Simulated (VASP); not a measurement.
Input:

```yaml
crystal:
  lattice:
    - [1.33000, -2.30363, 0.00000]
    - [1.33000, 2.30363, 0.00000]
    - [0.00000, 0.00000, 4.95000]
  atoms:
    - { symbol: Zn, position: [0.33333, 0.66667, 0.25000] }
    - { symbol: Zn, position: [0.66667, 0.33333, 0.75000] }
```

These are PBE GGA, VASP's PBE PAW potentials (set 64) (plane waves; VASP) values and carry that method's errors. Numerical set-up: 400 eV cut-off, 14×14×7 Γ-centred mesh, first-order Methfessel-Paxton smearing of 0.10 eV, potentials Zn.

Give the stress tensor in GPa (positive for a compressed cell).

```
 0.39   0.00   0.00
 0.00   0.39   0.00
 0.00   0.00  -1.90
```
The pressure is its mean diagonal, -0.38 GPa.

The compound is Zn in the hcp structure. The cell was not relaxed at this level. The run is one of a series of settings (EDIFF = 1E-8 against the base run), some of them coarse on purpose.
